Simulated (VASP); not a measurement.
Here is the system:

```yaml
crystal:
  lattice:
    - [2.88917, 0.00000, 0.00000]
    - [0.00000, 2.88917, 0.00000]
    - [0.00000, 0.00000, 2.88917]
  atoms:
    - { symbol: Ti, position: [0.00000, 0.00000, 0.00000] }
    - { symbol: Co, position: [0.50000, 0.50000, 0.50000] }
```

Method: PBE GGA with D4 dispersion, VASP's PBE PAW potentials (set 64) (plane waves; VASP). Run with 520 eV cut-off, 12×12×12 Γ-centred mesh, first-order Methfessel-Paxton smearing of 0.10 eV, potentials Ti_sv Co.

Predict the energy per atom (σ→0), pressure, band gap (on the k-mesh) with the smallest direct gap where there is one.

The band gap (on the k-mesh) is none (metal, semimetal or under 0.01 eV) and the energy per atom (σ→0) is -8.102 eV/atom. The pressure comes out as 12.74 GPa.

The compound is TiCo in the CsCl type structure. This cell is one point of a volume scan, at 0.94 of the reference volume. The run is not spin-polarised, so no magnetic state was tried. The electron count is odd and the run is not spin-polarised, which forces a metal.
